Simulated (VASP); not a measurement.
Here is the system:

```
KCl
1.0
    0.00000     3.12431     3.12431
    3.12431     0.00000     3.12431
    3.12431     3.12431     0.00000
K Cl
1 1
Direct
  0.00000   0.00000   0.00000
  0.50000   0.50000   0.50000
```

Calculation: PBEsol GGA, VASP's PBE PAW potentials (set 64) (plane waves; VASP). Numerical set-up: 400 eV cut-off, Gaussian smearing of 0.050 eV, potentials K_sv Cl.

Problem. Give the energies of bands 6 to 11 at the high-symmetry points, in eV from the valence-band maximum.

Solution. 
| band | Γ | X | U | L | W |
|---|---|---|---|---|---|
| 6 | 0.00 | -0.69 | -0.59 | -1.12 | -0.52 |
| 7 | 0.00 | -0.23 | -0.58 | -0.35 | -0.50 |
| 8 | 0.00 | -0.23 | -0.31 | -0.35 | -0.50 |
| 9 | 5.09 | 6.38 | 7.16 | 7.48 | 7.94 |
| 10 | 8.30 | 8.32 | 9.02 | 8.57 | 7.94 |
| 11 | 8.30 | 10.03 | 9.32 | 10.55 | 9.46 |

The gap is direct, 5.09 eV, from the valence maximum at Γ to the conduction minimum at Γ.

The structure was generated: KCl was put into the rock salt type (Fm-3m), which need not be its known phase. It was relaxed first, which changed the volume by -15 %.
